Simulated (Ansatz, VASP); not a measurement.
# One calculation of Na3Mo, two programs

```xyz
4
Lattice="4.2196 0.0000 0.0000 0.0000 4.2196 0.0000 0.0000 0.0000 4.2196" Properties=species:S:1:pos:R:3 pbc="T T T"
Na    0.0000    2.1098    2.1098
Na    2.1098    0.0000    2.1098
Na    2.1098    2.1098    0.0000
Mo    0.0000    0.0000    0.0000
```

Alike in both runs: task relaxation of cell and atoms; functional PBE; k mesh 4 × 4 × 4; occupations gaussian, width 0.1 eV; no spin polarisation.

```csv
,VASP,Ansatz
version,VASP 6.6.1,Ansatz 0.2.0
potentials or method,"VASP PAW PBE potentials, release 64 (Na_pv, Mo_sv)","scalar-relativistic, plane waves, PAW"
plane-wave cutoff (eV),600,420
valence electrons in the cell,35,41
```

Ansatz gave:

```
gap on the k mesh at the Fermi level, each at its own relaxed structure (eV) : none
relaxed volume (Å³/atom)                                                     : 24.35
relaxed cell length with the largest relative difference (Å)                 : 4.601
energy change over the relaxation (meV/atom)                                 : -160
```

Task: Which values does VASP return?

Result: gap on the k mesh at the Fermi level, each at its own relaxed structure (eV): none; relaxed volume (Å³/atom): 24.65; relaxed cell length with the largest relative difference (Å): 4.620; energy change over the relaxation (meV/atom): -162.

A gap of «none» marks a metal or a gap that the smearing closes. The two sets of potentials don't hold the same shells in valence.

Caveats: the k mesh is coarse (spacing up to 0.37 Å⁻¹), so the values aren't converged; the volume moved by over 15 % at a fixed basis, so the end points are rough (VASP).
